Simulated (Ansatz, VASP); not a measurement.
# Ca3ZnSe4: VASP beside Ansatz

File INCAR:

```
  PREC = Accurate
  ENCUT = 520
  EDIFF = 1E-7
  ISMEAR = -1
  SIGMA = 0.05
  LREAL = False
  LASPH = True
  NELM = 60
  ALGO = Normal
  ISIF = 2
  LWAVE = False
  LCHARG = False
  GGA = PE
  NBANDS = 43
```

The input KPOINTS:

```
Automatic mesh
0
Gamma
  4 4 4
```

File POSCAR:

```
Ca3ZnSe4
1.0
    6.3818350000      0.0000000000      0.0000000000
    0.0000000000      6.3818350000      0.0000000000
    0.0000000000      0.0000000000      6.3818350000
Se Zn Ca
4 1 3
Direct
    0.2300930000      0.2300930000      0.2300930000
    0.2300930000      0.7699070000      0.7699070000
    0.7699070000      0.2300930000      0.7699070000
    0.7699070000      0.7699070000      0.2300930000
    0.0000000000      0.0000000000      0.0000000000
    0.5000000000      0.0000000000      0.5000000000
    0.5000000000      0.5000000000      0.0000000000
    0.0000000000      0.5000000000      0.5000000000
```

Contents of input.yaml:

```yaml
crystal:
  lattice:
    - [6.381835, 0.0, 0.0]
    - [0.0, 6.381835, 0.0]
    - [0.0, 0.0, 6.381835]
  atoms:
    - { symbol: Se, position: [0.230093, 0.230093, 0.230093] }
    - { symbol: Se, position: [0.230093, 0.769907, 0.769907] }
    - { symbol: Se, position: [0.769907, 0.230093, 0.769907] }
    - { symbol: Se, position: [0.769907, 0.769907, 0.230093] }
    - { symbol: Zn, position: [0.0, 0.0, 0.0] }
    - { symbol: Ca, position: [0.5, 0.0, 0.5] }
    - { symbol: Ca, position: [0.5, 0.5, 0.0] }
    - { symbol: Ca, position: [0.0, 0.5, 0.5] }
hamiltonian:
  xc: pbe
  pseudopotentials: { kind: paw }
kpoints:
  mp_grid: { grid: [4, 4, 4] }
scf:
  occupations: { method: fermi_dirac, width: 0.05 }
output:
  forces: true
  stress: true
  eigenvalues: true
  write_density: true
  write_potential: true
  elf: true
  volumetric_format: npy
```

The cell comes from a database or a generator and needn't be the stable form of this composition.

Alike in both runs: task single point; functional PBE; k mesh 4 × 4 × 4; occupations fermi-dirac, width 0.05 eV; no spin polarisation.

|  | VASP | Ansatz |
| --- | --- | --- |
| version | VASP 6.6.1 | Ansatz 0.2.0 |
| potentials or method | VASP PAW PBE potentials, release 64 (Se, Zn, Ca_sv) | Ansatz PAW |
| plane-wave cutoff (eV) | 520 | 420 |
| valence electrons in the cell | 66 | 106 |

Ansatz gave:

* gap on the k mesh at the Fermi level (eV): 2.04
* least direct gap on the mesh (eV): 2.10
* pressure (GPa): -0.1
* rms of the force components (eV/Å): 0.010

Q: Which values does VASP return?

A: gap on the k mesh at the Fermi level (eV): 2.04; least direct gap on the mesh (eV): 2.10; pressure (GPa): 0.0; rms of the force components (eV/Å): 0.011.

Atom by atom the forces differ by 0.001 eV/Å (rms over components). With one functional, cell and mesh, what is left measures potentials, basis and numerics. The two sets of potentials don't hold the same shells in valence.

A k mesh can miss the band edges.
